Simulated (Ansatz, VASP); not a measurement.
# ZnSe (Stilleite): VASP beside Ansatz

One calculation is typed for both programs; each brings its own data sets. How far apart do they land? The cell is taken from a series of runs on this material, whose earlier steps may have relaxed, scaled, displaced or heated it; both programs get it as it stands.

Method: plane waves, with VASP 6.6.1 beside it; zone-centre phonons at LDA, in Ansatz 0.2.0.

### Step 1. The structure

The structure is cubic, space group F-43m (No. 216). Conventional cell: a = 5.568 Å, b = 5.568 Å, c = 5.568 Å, α = 90.00°, β = 90.00°, γ = 90.00°. Nearest to Zn lie 4 Se at 2.41 Å. Nearest to Se lie 4 Zn at 2.41 Å. Farther neighbours and most contacts between anions are not listed.

### Step 2. Ansatz: zone-centre phonons, LDA

Ansatz runs on its default PAW (the set named soft_2) files.

Second derivatives magnify differences that forces hide, and they need a tight electronic threshold.

input.yaml reads:

```yaml
crystal:
  lattice:
    - [0.0, 2.783768019, 2.783768019]
    - [2.783768019, 0.0, 2.783768019]
    - [2.783768019, 2.783768019, 0.0]
  atoms:
    - { symbol: Zn, position: [0.0, 0.0, 0.0] }
    - { symbol: Se, position: [0.25, 0.25, 0.25] }
kpoints:
  mp_grid: { grid: [8, 8, 8] }
hamiltonian:
  xc: lda
scf:
  occupations: { method: fixed }
output:
  eigenvalues: true
phonons:
  method: dfpt
  dielectric: true
  rigid_motions: translations
```

Run with:

```console
$ ansatz run input.yaml --threads 4 --pin off --max-ram 7168MiB --backend cpu --events-out ev --progress --plain --runs-dir out
```

Numbers of over 12 decimals in the logs are rounded to 6 here.

Output:

```text
Engine: ansatz 0.2.0, aarch64-unknown-linux-gnu
Pseudopotentials: kind: paw
Pseudopotential: Zn, paw, valence charge 12, recommended cutoff 420 eV (normal), Zn.paw.azcp
Pseudopotential: Se, paw, valence charge 16, recommended cutoff 420 eV (normal), Se.paw.azcp
Functional definition: SPW92
  exchange = slater_x
  correlation = pw_c
Crystal: 2 atoms, lattice volume = 43.145 Å³
Basis set: ecut = 420 eV, 869 PW (Γ), exchange–correlation on 54×54×54 points (8 copies of the dense FFT grid, shifted against one another)
Bands: 18, of which v1, the nominal top of the filled ones, is band 14 counted from 1 (13 counted from 0)
Symmetry: 24 space group operations
k-points: 95 of 512 (irreducible under 4 space group operations, time reversal used)
Non-local potential: Zn, projectors of the file, l = 0: 2, l = 1: 2, l = 2: 3, l = 3: 1
Non-local potential: Se, projectors of the file, l = 0: 2, l = 1: 2, l = 2: 3, l = 3: 1
PAW form: soft (Blöchl's): semilocal exchange-correlation on the pseudo side does not see the compensation charge
PAW frozen core: Zn, regenerated for the run's functional, and the local potential with it (the file was generated under x = pbe(κ = 0.804, μ = 0.219515), c = pbe(β = 0.066725))
PAW frozen core: Se, regenerated for the run's functional, and the local potential with it (the file was generated under x = pbe(κ = 0.804, μ = 0.219515), c = pbe(β = 0.066725))
PAW one-centre angular grid: Zn, 590 points (default); XC on 64 Gauss nodes
PAW one-centre angular grid: Se, 590 points (default); XC on 64 Gauss nodes
Initial density: superposition of atomic densities (neutral atoms: chi_scale 0, normalization atom), corrected by the library's trained network
Initial wavefunctions: pseudopotential atomic-orbital guess
Functional: x = slater, c = lda
SCF iter   1: F=—  HF=-8630.852606 eV  |F-HF|=—  |Δ(HF+E_count)|=         —  Δρ=5.37e-3  dr2=6.95e-3  ethr=1.77e-3  ⟨swp⟩=4.9  Hψ=7881  notcnv=0  defer=176
preconditioner: auto → none  [insulator: Δε(μ)=1.216 eV  Ē_g=12.128 eV  n_scr=14 (ndim 8)  ℏωp=24.0 eV  f_vac=0.102  ε∞_Penn≈4.9]
SCF iter   2: F=—  HF=-8630.850458 eV  |F-HF|=—  |Δ(HF+E_count)|=   2.15e-3  Δρ=2.02e-3  dr2=8.63e-4  ethr=2.48e-5  ⟨swp⟩=2.0  Hψ=3431  notcnv=0  defer=182
SCF iter   3: F=—  HF=-8630.850354 eV  |F-HF|=—  |Δ(HF+E_count)|=   1.04e-4  Δρ=1.46e-3  dr2=4.00e-4  ethr=3.08e-6  ⟨swp⟩=2.0  Hψ=2672  notcnv=0  defer=182
SCF iter   4: F=—  HF=-8630.850246 eV  |F-HF|=—  |Δ(HF+E_count)|=   1.07e-4  Δρ=2.54e-4  dr2=2.21e-5  ethr=1.43e-6  ⟨swp⟩=2.0  Hψ=2664  notcnv=0  defer=181
SCF iter   5: F=—  HF=-8630.850237 eV  |F-HF|=—  |Δ(HF+E_count)|=   8.88e-6  Δρ=2.05e-5  dr2=1.89e-7  ethr=7.91e-8  ⟨swp⟩=2.0  Hψ=2496  notcnv=0
SCF iter   6: F=—  HF=-8630.850237 eV  |F-HF|=—  |Δ(HF+E_count)|=   5.77e-7  Δρ=4.96e-6  dr2=6.50e-9  ethr=6.74e-10  ⟨swp⟩=2.0  Hψ=3047  notcnv=0
SCF iter   7: F=—  HF=-8630.850237 eV  |F-HF|=—  |Δ(HF+E_count)|=   1.36e-8  Δρ=2.15e-6  dr2=8.40e-10  ethr=2.32e-11  ⟨swp⟩=2.1  Hψ=3050  notcnv=0
SCF iter   8: F=—  HF=-8630.850237 eV  |F-HF|=—  |Δ(HF+E_count)|=  3.80e-10  Δρ=2.54e-7  dr2=2.31e-11  ethr=1.00e-12  ⟨swp⟩=6.3  Hψ=10766  notcnv=0
SCF iter   9: F=-8630.850237 eV  HF=-8630.850237 eV  |F-HF|=1.09e-11  |Δ(HF+E_count)|=  7.82e-11  Δρ=5.14e-8  dr2=7.89e-13  ethr=1.00e-12  ⟨swp⟩=6.2  Hψ=7936  notcnv=0
SCF 1 converged in 9 iterations: F = -8630.850237 eV  dr2 = 7.89e-13
  greatest PAW one-centre occupation: 1.000 electrons in one spin orbital (limit 2), on the Se atom at site 1 (counted from 0), in its partial waves of l = 2
DFPT response loops at Γ: preconditioner auto → none (the input reference at scf.mixing.eps_inf says where Resta's filter doesn't serve); β = 0.50; Broyden in place of MSR1
── the response to a field inside a basis, on 10×10×10 k-points: an SCF that follows is theirs, and a resumed run solves both again ──
Bands: 15, of which v1, the nominal top of the filled ones, is band 14 counted from 1 (13 counted from 0)
k-points: 110
Initial density: handed on by an earlier stage of this run
Initial wavefunctions: pseudopotential atomic-orbital guess (no wavefunctions were taken with the density)
Eigensolver: Dense (110 Hₖ)
SCF iter   1: F=—  HF=-8630.849770 eV  |F-HF|=—  |Δ(HF+E_count)|=         —  Δρ=1.08e-4  dr2=2.64e-6  ethr=1.00e-1
preconditioner: auto → none  [insulator: Δε(μ)=1.344 eV  Ē_g=9.699 eV  n_scr=14 (ndim 8)  ℏωp=24.0 eV  f_vac=0.093  ε∞_Penn≈7.1]
SCF iter   2: F=—  HF=-8630.849768 eV  |F-HF|=—  |Δ(HF+E_count)|=   2.09e-6  Δρ=9.34e-5  dr2=1.71e-6  ethr=9.42e-9
SCF iter   3: F=—  HF=-8630.849768 eV  |F-HF|=—  |Δ(HF+E_count)|=   9.63e-8  Δρ=3.07e-5  dr2=2.56e-7  ethr=6.10e-9
SCF iter   4: F=-8630.849767 eV  HF=-8630.849767 eV  |F-HF|=6.34e-8  |Δ(HF+E_count)|=   2.23e-7  Δρ=1.54e-5  dr2=5.88e-8  ethr=9.15e-10
SCF 1 converged in 4 iterations: F = -8630.849767 eV  dr2 = 5.88e-8
DFPT response loops at Γ: mixed as the last ones told, above
WARN: field response: ε∞ stands inside a basis, on 10×10×10 points; the force constants stand on the 8×8×8 k-mesh, whose period is 10.62 times the interband length at k = (0.0000, 0.0000, 0.0000), direct gap 1.250 eV, under 14: take them and everything formed from them as unconverged, and compare with a denser kpoints.mp_grid
SCF converged after 9 iterations
Free energy (F): -8630.850237 eV
Harris-Foulkes:  -8630.850237 eV  (|F-HF|=1.09e-11)
Internal energy: -8630.850237 eV  (E = F + TS)
E sigma→0 (E₀):  -8630.850237 eV
Fermi energy:    7.207481 eV
--- Per-component energies (eV) ---
  E_band       = -377.489748
  E_kinetic    = 252.137554
  E_local      = -4322.951245  (includes V_loc(G=0)·N_el)
  E_nonlocal   = 27.337608
  E_hartree    = 2001.387419
  E_xc         = -239.796213
  E_vxc        = -152.902365  (∫ρ·V_xc dr)
  E_paw        = -3582.893220  (= ΣΔE_a)
  E_vpaw       = -183.885127  (= ΣTr[D̂ρ^β])
  E_aug_tail   = -0.000959  (compensation charges beyond the density's cutoff)
  E_ewald      = -2769.845685
  E_core_change = 3.774504  (= ΣΔE_core)
  E_smearing   = -0.000000  (= −TS)
  E_closure    = 0.000000  (closes the sum)
  Σ components = -8630.850237   (vs F -8630.850237, Δ=0.00e0)
--- Band table (eV; the first three rows and the last of 95) ---
  k-point 0: bands = [... 10 lower, 0.7522, 7.2075, 7.2075, 7.2075, 8.4572, 12.9065, 12.9065, 12.9065]
  k-point 1: bands = [... 10 lower, 0.7505, 5.7930, 7.0379, 7.0379, 9.4833, 12.8602, 13.1796, 13.1796]
  k-point 2: bands = [... 10 lower, 0.7519, 3.9533, 6.6797, 6.6797, 9.9025, 13.5760, 13.5760, 13.7667]
  k-point 94: bands = [... 10 lower, 1.0983, 2.1945, 4.1833, 4.2517, 12.5565, 12.9010, 14.1380, 14.7697]
--- Phonons (Γ-DFPT): 2 representative perturbations + reference, on 95 of 512 k-points (Σ response iterations 7) ---
  k mesh reduced under 4 symmetry operations, with k and −k counted as one. Each operation leaves every solved perturbation unchanged. A smaller set is not considered because the run solves the response to a homogeneous field
  ASR residual: 2.870e-6 → 0.000e0 eV/Å²; symmetrization residual: 5.300e-7 eV/Å²
  ASR residual per site (eV/Å²): 2.48e-6 2.87e-6
  Γ frequencies (cm⁻¹): 0.00 0.00 0.00 217.85 217.85 217.85
  ε∞ (high-frequency dielectric tensor):
        7.518552    -0.000000     0.000000
       -0.000000     7.518552     0.000000
        0.000000     0.000000     7.518552
  ε⁰ (static dielectric tensor: ions relaxed, cell fixed):
       10.133638    -0.000000     0.000000
       -0.000000    10.133638    -0.000000
        0.000000    -0.000000    10.133638
  ε⁰ − ε∞ (ionic part):
        2.615087    -0.000000    -0.000000
       -0.000000     2.615087    -0.000000
       -0.000000    -0.000000     2.615087
  softest optical mode at Γ: 217.85 cm⁻¹; the repairs (sum rule, projections) moved no ω² at Γ by more than (0.15 cm⁻¹)²
  Born effective charges Z* (e; rows j = field, columns β = displacement):
    site 0:
         1.97287   -0.00000    0.00000
         0.00000    1.97287    0.00000
        -0.00000    0.00000    1.97287
    site 1:
        -1.97287    0.00000   -0.00000
        -0.00000   -1.97287   -0.00000
         0.00000   -0.00000   -1.97287
  Z* charge neutrality: 3.203e-4 e pre-enforcement
  solved inside a basis spanned on kpoints, on 10×10×10 k-points transformed towards the longest dipole: ε∞ is read to err by 2.0e-2, Z* by 1.7e-2 e (field_mesh: kpoints solves on kpoints); Z* is corrected for what the basis lacks
  optical modes at Γ without the LO–TO term, one row a degenerate level:
      ω (cm⁻¹)  modes    IR ((D/Å)²/amu)
        217.85      3             7.5316
  optical modes at Γ + LO–TO along q̂ = [1.0000, 0.0000, 0.0000]:
      ω (cm⁻¹)  modes    IR ((D/Å)²/amu)
        217.85      2             5.0211
        252.91      1             2.5105
  optical modes at Γ + LO–TO along q̂ = [0.0000, 1.0000, 0.0000]:
      ω (cm⁻¹)  modes    IR ((D/Å)²/amu)
        217.85      2             5.0211
        252.91      1             2.5105
  optical modes at Γ + LO–TO along q̂ = [0.0000, 0.0000, 1.0000]:
      ω (cm⁻¹)  modes    IR ((D/Å)²/amu)
        217.85      2             5.0211
        252.91      1             2.5105
```

The column dr2 measures how far the density is from self-consistency, as an energy; F and HF (Harris–Foulkes) agree once it is small.

(Continued in part 2 of 2.)

[Lines on the potential files, build, host, timing and source positions are cut from VASP's logs without a mark.]

[Logs are printed without paths, hosts, clocks, repeated set-up lines and the standing remarks that a program may print on its own settings, such as how far it seeks lower states.]

[Hosts, paths, dates, database ids (printed as entryN), source tags and the programs' standing remarks are cut or masked in the printed files.]
